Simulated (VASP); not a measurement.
Input:

```
Ho
1.0
    1.79000    -3.10037     0.00000
    1.79000     3.10037     0.00000
    0.00000     0.00000     5.62000
Ho
2
Direct
  0.33333   0.66667   0.25000
  0.66667   0.33333   0.75000
```

Computed with PBE GGA with D3 dispersion (zero damping), VASP's PBE PAW potentials (set 64) (plane waves; VASP). Run with 520 eV cut-off, 11×11×6 Γ-centred mesh, first-order Methfessel-Paxton smearing of 0.10 eV, potentials Ho_3.

The 4f electrons are frozen in the core of the lanthanide potential, so 4f levels, which can set the real gap, and their magnetism are missing. Energy and stress use the plane-wave basis of the starting cell.

### Question
The ions, cell shape and volume are relaxed. Give the cell that the relaxation ends in.

### Answer

```
Ho
1.0
    1.78092    -3.08464     0.00000
    1.78092     3.08464     0.00000
    0.00000     0.00000     5.45736
Ho
2
Direct
  0.33333   0.66667   0.25000
  0.66667   0.33333   0.75000
```
Space group P6_3/mmc (194), at a tolerance of 0.03 Å.

### Question
How do energy and volume change from the first to the last step?

### Answer
The energy (σ→0) changes by -9.2 meV/atom and the volume by -3.9 %, in 6 ionic steps.

The compound is Ho in the hcp structure. This run relaxes it. Symmetry was kept, so distortions that lower it aren't found.
